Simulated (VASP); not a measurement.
Consider the following.

```xyz
6
Lattice="1.6432 -2.8461 0.0000 1.6432 2.8461 0.0000 0.0000 0.0000 12.8560" Properties=species:S:1:pos:R:3 pbc="T T T"
Mo     1.6432     0.9487     3.2140
Mo     1.6432    -0.9487     9.6420
S      1.6432     0.9487    11.2250
S      1.6432    -0.9487     4.7970
S      1.6432    -0.9487     1.6310
S      1.6432     0.9487     8.0589
```

The numbers are results of vdW-DF2, VASP's PBE PAW potentials (set 64) (plane waves; VASP 6.6.1), not measurements. Run with 520 eV cut-off, 9×9×2 Γ-centred mesh, tetrahedra with Blöchl corrections, potentials Mo_sv S.

### Question
What does the run give for the energy per atom (σ→0), band gap (on the k-mesh) with the smallest direct gap where there is one?

### Answer

band gap (on the k-mesh): 0.80 eV
smallest direct gap (on the k-mesh): 1.40 eV
energy per atom (σ→0): -4.641 eV/atom

Total energies compare only between runs with the same potentials, cut-off and functional.

The compound is MoS2 in the 2H layered structure. It was relaxed first, which changed the volume by +13 %.
